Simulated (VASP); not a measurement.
Given:

```xyz
2
Lattice="2.7200 0.0000 0.0000 0.0000 2.7200 0.0000 0.0000 0.0000 3.7100" Properties=species:S:1:pos:R:3 pbc="T T T"
Fe     0.0000     0.0000     0.0000
Pt     1.3600     1.3600     1.8550
```
Starting moments (μB, in the order of the record's atoms Fe Pt): 3.0 0.0.

Method: vdW-DF2, VASP's PBE PAW potentials (set 64) (plane waves; VASP). Settings: 520 eV cut-off, 12×12×9 Γ-centred mesh, first-order Methfessel-Paxton smearing of 0.10 eV, potentials Fe Pt.

Energy and stress use the plane-wave basis of the starting cell.

**Question.** The ions, cell shape and volume are relaxed. Predict the relaxed structure.

**Answer.** 
```xyz
2
Lattice="2.8096 0.0000 0.0000 0.0000 2.8096 0.0000 0.0000 0.0000 3.8573" Properties=species:S:1:pos:R:3 pbc="T T T"
Fe     0.0000     0.0000     0.0000
Pt     1.4048     1.4048     1.9286
```
Space group P4/mmm (123), at a tolerance of 0.03 Å. The cell ends with 3.26 μB, on the sites 2.92 0.34 μB.

**Question.** How do energy and volume change from the first to the last step?

**Answer.** The energy (σ→0) changes by -90.9 meV/atom and the volume by +10.9 %, in 9 ionic steps.

The compound is FePt in the L1_0 structure. This run relaxes it. Symmetry was kept, so distortions that lower it aren't found.
